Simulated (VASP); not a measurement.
# SiN with LDA: from relaxation to properties, part 7 of 7

What structure does SiN take at this level, and what are its properties? The cell is invented: it takes the structure of a Materials Project entry for ZrN (space group 164 there), with some of its atoms replaced by other elements, volume scaled by an estimate. It may not be a known or stable phase.

VASP 6.6.1, plane waves and PAW; the level of theory is named at each step.

So far. Step 16 (Fit for LDA): The fitted volume lies -0.00 % from the relaxed one. Step 17 (Vibrations at Γ (LDA)): The three acoustic modes lie within 0.1 cm⁻¹ of zero, but 4 optical modes are imaginary, so the cell is a saddle point and not a minimum. By the characters of their eigenvectors the optical modes sort into (cm⁻¹) Raman active: E2g 124; infrared active: A2u 268i, E1u 213i; silent: Bu 387i, E2u 195, Bg 700. B labels carry no number here, since it depends on the setting of the axes.

## (18) Bands along the symmetry lines (r2SCAN)

This step: r2SCAN; plane waves and PAW (Si, N); invented cell (VASP 6.6.1).

Levels along the symmetry lines show where the bands peak and cross; KPOINTS_OPT computes them in the converged potential. r2SCAN adds the kinetic-energy density, costs more than a GGA and is run with LASPH.

The input, INCAR:

```
SYSTEM = SiN
PREC = Accurate
ENCUT = 520
EDIFF = 1E-06
NELM = 100
ISMEAR = 0
SIGMA = 0.05
LREAL = .FALSE.
ALGO = Normal
METAGGA = R2SCAN
LASPH = .TRUE.
NBANDS = 23
LORBIT = 11
LWAVE = .FALSE.
LCHARG = .FALSE.
KPAR = 2
```

The input, POSCAR:

```
SiN
1.0
    2.7096700738      0.0000000000      0.0000000000
   -1.3548350369      2.3466431169      0.0000000000
    0.0000000000      0.0000000000      5.2455828820
Si N
2 2
Direct
    0.6666666670      0.3333333330      0.7500000000
    0.3333333330      0.6666666670      0.2500000000
    0.0000000000      0.0000000000      0.0000000000
    0.0000000000      0.0000000000      0.5000000000
```

The input, KPOINTS:

```
Automatic mesh
0
Gamma
11 11 5
0 0 0
```

The input, KPOINTS_OPT:

```
Line mode
16
Line-mode
Reciprocal
  0.00000000   0.00000000   0.00000000 GAMMA
  0.50000000   0.00000000   0.00000000 M

  0.50000000   0.00000000   0.00000000 M
  0.33333333   0.33333333   0.00000000 K

  0.33333333   0.33333333   0.00000000 K
  0.00000000   0.00000000   0.00000000 GAMMA

  0.00000000   0.00000000   0.00000000 GAMMA
  0.00000000   0.00000000   0.50000000 A

  0.00000000   0.00000000   0.50000000 A
  0.50000000   0.00000000   0.50000000 L

  0.50000000   0.00000000   0.50000000 L
  0.33333333   0.33333333   0.50000000 H

  0.33333333   0.33333333   0.50000000 H
  0.00000000   0.00000000   0.50000000 A

  0.50000000   0.00000000   0.50000000 L
  0.50000000   0.00000000   0.00000000 M

  0.33333333   0.33333333   0.00000000 K
  0.33333333   0.33333333   0.50000000 H
```

The projector-augmented-wave data sets are Si and N (LDA family, release 64).

Command:

```sh
$ mpirun -np 2 vasp_std
```

The program printed:

```text
[banner, memory and clock lines left out]
running    2 mpi-ranks, on    1 nodes
 distrk:  each k-point on    1 cores,    2 groups
 distr:  one band on    1 cores,    1 groups

 POSCAR found type information on POSCAR SiN
 POSCAR found :  2 types and       4 ions
|                                                                             |
|               ----> ADVICE to this user running VASP <----                  |
|                                                                             |
|     You enforced a specific xc type in the INCAR file but a different       |
|     [... a line on the potential file left out ...]
|     I HOPE YOU KNOW WHAT YOU ARE DOING!                                     |
|                                                                             |

 LDA part: xc-table for (None), standard interpolation
 POSCAR, INCAR and KPOINTS ok, starting setup
 FFT: planning ... GRIDC
 FFT: planning ... GRID_SOFT
 FFT: planning ... GRID
 WAVECAR not read
 entering main loop
       N       E                     dE             d eps       ncg     rms          rms(c)
DAV:   1    -0.610424606287E+02   -0.61042E+02   -0.85384E+03  2208   0.754E+02
DAV:   2    -0.123652936336E+03   -0.62610E+02   -0.58968E+02  2827   0.158E+02
DAV:   3    -0.125637364074E+03   -0.19844E+01   -0.19673E+01  2784   0.230E+01
DAV:   4    -0.125642344390E+03   -0.49803E-02   -0.49797E-02  2349   0.148E+00
DAV:   5    -0.125642362540E+03   -0.18150E-04   -0.18149E-04  2849   0.844E-02    0.121E+01
DAV:   6    -0.118252510575E+03    0.73899E+01   -0.26727E+00  2295   0.110E+01    0.650E+00
DAV:   7    -0.118353407054E+03   -0.10090E+00   -0.42650E-01  2787   0.370E+00    0.340E+00
DAV:   8    -0.118372478647E+03   -0.19072E-01   -0.29972E-02  2390   0.125E+00    0.441E-01
DAV:   9    -0.118372340602E+03    0.13805E-03   -0.33246E-03  2754   0.417E-01    0.113E-01
DAV:  10    -0.118372793548E+03   -0.45295E-03   -0.10328E-03  2502   0.188E-01    0.435E-02
DAV:  11    -0.118372799005E+03   -0.54568E-05   -0.16086E-05  2707   0.318E-02    0.227E-02
DAV:  12    -0.118372795516E+03    0.34894E-05   -0.43015E-06  2425   0.132E-02    0.321E-03
DAV:  13    -0.118372795033E+03    0.48286E-06   -0.27437E-07  1475   0.429E-03
   1 F= -.11837280E+03 E0= -.11837129E+03  d E =-.301732E-02
 Start KPOINTS_OPT (optional k-point list driver)
k-point batch [1-48\144]
       N       E                     dE             ncg
DAV:   1     0.657022479641E+04   -0.20549E+05     2208
DAV:   2     0.352835961144E+04   -0.30419E+04     2775
DAV:   3     0.342959108119E+04   -0.98769E+02     2801
DAV:   4     0.342928922928E+04   -0.30185E+00     2429
DAV:   5     0.342928789233E+04   -0.13369E-02     2780
DAV:   6     0.342928788330E+04   -0.90302E-05     2433
DAV:   7     0.342928788315E+04   -0.15579E-06     2379
[...]
k-point batch [97-144\144]
       N       E                     dE             ncg
DAV:   1     0.622360606976E+04   -0.29660E+05     2208
DAV:   2     0.334414699684E+04   -0.28795E+04     2778
DAV:   3     0.325847375912E+04   -0.85673E+02     2839
DAV:   4     0.325822681964E+04   -0.24694E+00     2419
DAV:   5     0.325822573129E+04   -0.10884E-02     2821
DAV:   6     0.325822572408E+04   -0.72110E-05     2291
DAV:   7     0.325822572390E+04   -0.18082E-06     2451
```

Run time: 63 s. Hardware: 2 MPI ranks of Intel Xeon 6975P-C (Granite Rapids), shared host; peak memory 0.34 GiB; 2.1 min of CPU time.

OUTCAR, selected parts (step 18):

```text
   NELECT =      18.0000    total number of electrons

 E-fermi :  13.9992

 k-point     1 :       0.0000    0.0000    0.0000
  band No.  band energies     occupation
    ...
      5       9.8015      2.00000
      6       9.8015      2.00000
      7      11.0585      2.00000
      8      11.0585      2.00000
      9      11.6388      2.00000
     10      18.6920      0.00000
     11      19.4890      0.00000
     12      20.2682      0.00000
     13      20.9104      0.00000
     14      20.9104      0.00000
    ...

  Total        0.0712825      0.0712825      1.1733457      0.0000000      0.0000000      0.0000000
  in kB        3.4240179      3.4240179     56.3610842      0.0000000      0.0000000      0.0000000
  external PRESSURE =      21.0697066 kB  Pullay stress =       0.0000000 kB

 POSITION                                       TOTAL-FORCE (eV/Angst)
 -----------------------------------------------------------------------------------
      1.35484      0.78221      3.93419         0.000000      0.000000      0.000000
     -0.00000      1.56443      1.31140        -0.000000     -0.000000      0.000000
      0.00000      0.00000      0.00000        -0.000000      0.000000      0.000000
      0.00000      0.00000      2.62279        -0.000000      0.000000      0.000000
 -----------------------------------------------------------------------------------
    total drift:                               -0.000000      0.000000     -0.000000

  FREE ENERGIE OF THE ION-ELECTRON SYSTEM (eV)
  ---------------------------------------------------
  free  energy   TOTEN  =      -118.3727950327 eV

  energy  without entropy=     -118.3697777079  energy(sigma->0) =     -118.37128637

[... 9 parts as in an earlier step ...]

[... 8 further parts left out ...]
```

The PAW data sets were made with LDA, a small mismatch for this functional. At this level the cell is under a pressure of 2.1 GPa, so at these settings it is away from equilibrium.

This step gave:

| Property | Result |
| --- | --- |
| bands | 23 |
| irreducible k-points | 48 |
| free energy (TOTEN) | -118.3728 eV |
| energy at zero smearing | -118.3713 eV |
| Fermi energy | 14.00 eV |
| pressure | 2.107 GPa |

Electronic bands along the path, in eV, zero at the Fermi level; # counts the bands kept, so #1 is VASP's band 4:

| point | #4 | #5 | #6 | #7 | #8 | #9 | #10 | #11 |
| --- | --- | --- | --- | --- | --- | --- | --- | --- |
| Γ | -2.94 | -2.94 | -2.36 | 4.69 | 5.49 | 6.27 | 6.91 | 6.91 |
| 0.47 of the way | -5.23 | -3.78 | -0.60 | -0.10 | 3.52 | 6.16 | 6.44 | 6.98 |
| M | -5.83 | -4.63 | -4.10 | -0.26 | 3.78 | 4.15 | 4.60 | 6.41 |
| 0.47 of the way | -6.19 | -5.36 | -3.99 | 0.04 | 1.99 | 5.11 | 5.77 | 6.56 |
| K | -8.72 | -3.83 | -3.68 | -3.68 | 5.06 | 5.13 | 5.13 | 8.43 |
| 0.47 of the way | -5.16 | -4.71 | -1.67 | 0.47 | 2.30 | 4.05 | 7.18 | 8.98 |
| Γ | -2.94 | -2.94 | -2.36 | 4.69 | 5.49 | 6.27 | 6.91 | 6.91 |
| 0.47 of the way | -3.13 | -3.13 | -0.69 | 3.45 | 6.66 | 6.84 | 7.19 | 7.19 |
| A | -3.63 | -3.63 | 1.60 | 1.60 | 7.64 | 7.64 | 8.14 | 8.14 |
| 0.47 of the way | -4.62 | -4.62 | 1.87 | 1.87 | 3.52 | 3.52 | 8.15 | 8.15 |
| L | -5.58 | -5.58 | -1.48 | -1.48 | 1.50 | 1.50 | 7.36 | 7.36 |
| 0.47 of the way | -7.49 | -7.49 | -1.14 | -1.14 | 2.46 | 2.46 | 6.55 | 6.55 |
| H | -7.59 | -7.59 | -0.52 | -0.52 | 1.33 | 1.33 | 8.79 | 8.79 |
| 0.53 of the way | -5.69 | -5.69 | 1.62 | 1.62 | 4.15 | 4.15 | 6.34 | 6.34 |
| A | -3.63 | -3.63 | 1.60 | 1.60 | 7.64 | 7.64 | 8.14 | 8.14 |
| jump to L | -5.58 | -5.58 | -1.48 | -1.48 | 1.50 | 1.50 | 7.36 | 7.36 |
| 0.53 of the way | -5.44 | -4.91 | -4.54 | 0.31 | 2.05 | 3.03 | 5.29 | 7.54 |
| M | -5.83 | -4.63 | -4.10 | -0.26 | 3.78 | 4.15 | 4.60 | 6.41 |
| jump to K | -8.72 | -3.83 | -3.68 | -3.68 | 5.06 | 5.13 | 5.13 | 8.43 |
| 0.53 of the way | -9.54 | -5.29 | -2.31 | -2.31 | 3.36 | 3.36 | 6.57 | 8.67 |
| H | -7.59 | -7.59 | -0.52 | -0.52 | 1.33 | 1.33 | 8.79 | 8.79 |

Of the projections kept (Si, N), the largest for each band there; the rest of the weight can lie on other orbitals:

| point | #4 | #5 | #6 | #7 | #8 | #9 | #10 | #11 |
| --- | --- | --- | --- | --- | --- | --- | --- | --- |
| Γ | N 1.00 | N 1.00 | N 0.56 | N 0.76 | N 0.53 | N 0.82 | Si 1.00 | Si 1.00 |
| M | Si 1.00 | N 1.00 | N 0.98 | Si 0.68 | N 0.67 | Si 0.89 | Si 1.00 | Si 0.55 |
| K | N 0.77 | N 1.00 | Si 1.00 | Si 1.00 | Si 0.61 | N 0.66 | N 0.66 | Si 0.74 |
| Γ | N 1.00 | N 1.00 | N 0.56 | N 0.76 | N 0.53 | N 0.82 | Si 1.00 | Si 1.00 |
| A | N 0.96 | N 0.96 | N 0.68 | N 0.68 | N 0.73 | N 0.73 | Si 0.99 | Si 0.99 |
| L | N 0.85 | N 0.85 | Si 0.75 | Si 0.75 | Si 0.65 | Si 0.65 | Si 0.80 | Si 0.80 |

There is no gap at this level.

## (19) Summary of results

```json
{"relaxed volume": "8.339 Å³/atom", "relaxed conventional cell a, b, c": "2.710, 2.710, 5.246 Å; angles 90.0, 90.0, 120.0°", "space group after relaxing, within 0.02 Å": "P6_3/mmc (No. 194)", "band gap": "none, a metal", "DOS at the Fermi level": "0.851 states/eV/cell", "highest zone-centre mode": "700 cm⁻¹", "imaginary zone-centre modes": "4, down to 387i cm⁻¹", "band gap (r2SCAN)": "none, a metal"}
```

**Reading.** With LDA, SiN relaxes to 8.339 Å³/atom in space group P6_3/mmc (held by the symmetry of the run) and comes out as a metal. Band structure (LDA): Of the bands kept, 2 cross the Fermi level on this path. Vibrations at Γ (LDA): The highest mode in this list at Γ, 699.9 cm⁻¹, is mostly motion of Si (100 % of the kinetic energy). 4 modes are imaginary, down to 387.4i cm⁻¹: the energy falls along them. Bands along the symmetry lines (r2SCAN): Of the bands kept, 2 cross the Fermi level on this path. The other levels ran on the cell relaxed with LDA, and without spin-orbit coupling unless named. Imaginary modes at Γ mean that the cell would distort to a lower symmetry. No search among competing phases was made. All values are for a static lattice at zero temperature.

[Lines on the potential files, build, host, timing and source positions are cut from VASP's logs without a mark.]

[Logs are printed without paths, hosts, clocks, repeated set-up lines and the standing remarks that a program may print on its own settings, such as how far it seeks lower states.]

[Hosts, paths, dates, database ids (printed as entryN), source tags and the programs' standing remarks are cut or masked in the printed files.]

[A measured line is paired with the nearest computed mode of its activity, which favours agreement.]
